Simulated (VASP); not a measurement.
An input for Quantum ESPRESSO's pw.x (written as the equivalent of a VASP run, and not itself run):

```
&CONTROL
  calculation = 'scf'
  pseudo_dir = './pseudo'
  outdir = './out'
  tprnfor = .true.
  tstress = .true.
/
&SYSTEM
  ibrav = 0
  nat = 3
  ntyp = 2
  ecutwfc = 84
  occupations = 'smearing'
  smearing = 'methfessel-paxton'
  degauss = 0.00735
  input_dft = 'revpbe'
/
&ELECTRONS
  conv_thr = 7.3e-09
  electron_maxstep = 100
/
ATOMIC_SPECIES
  Mg 24.305 Mg.upf
  Sn 118.710 Sn.upf
CELL_PARAMETERS angstrom
     0.0000000    3.3597445    3.3597445
     3.3597445    0.0000000    3.3597445
     3.3597445    3.3597445    0.0000000
ATOMIC_POSITIONS crystal
  Mg   0.2500000  0.2500000  0.2500000
  Mg   0.7500000  0.7500000  0.7500000
  Sn   0.0000000  0.0000000  0.0000000
K_POINTS automatic
  8 8 8 0 0 0
```

Write the VASP files for the same calculation (revPBE).

One answer among several that fit: 
### KPOINTS
```
Automatic mesh
0
Gamma
8 8 8
0 0 0
```

**INCAR**
```
EDIFF  =  1E-7   ! SCF stop (eV)
LASPH  =  .True.   ! aspherical one-centre terms
ALGO  =  Normal   ! blocked Davidson
SIGMA  =  0.1
NELM  =  100   ! most electronic steps
ISIF  =  2
SYSTEM  =  Mg2Sn
LREAL  =  .False.
ENCUT  =  520
ISMEAR  =  1
LCHARG  =  .False.
GGA  =  RE   ! revPBE
PREC  =  Accurate
LWAVE  =  .False.
LMAXMIX  =  4   ! l cut-off of mixed one-centre charges
```

### POSCAR
```
Mg2Sn
1
    0.0000000000     3.3597445297     3.3597445297
    3.3597445297     0.0000000000     3.3597445297
    3.3597445297     3.3597445297     0.0000000000
Mg Sn
2 1
Direct
  0.2500000000   0.2500000000   0.2500000000
  0.7500000000   0.7500000000   0.7500000000
  0.0000000000   0.0000000000   0.0000000000
```

POTCAR, in this order: Mg Sn_d (PBE.64 set). Program: vasp_std.

The two are equivalent in intent, not identical: the potentials are each code's own (VASP's PAW set, PseudoDojo norm-conserving files in pw.x), so ENCUT and ecutwfc are chosen apart and not converted; conv_thr bounds pw.x's estimated SCF error, while EDIFF bounds the energy change between steps.

The compound is Mg2Sn in the antifluorite structure. This cell is one point of a volume scan, at 0.94 of the reference volume.
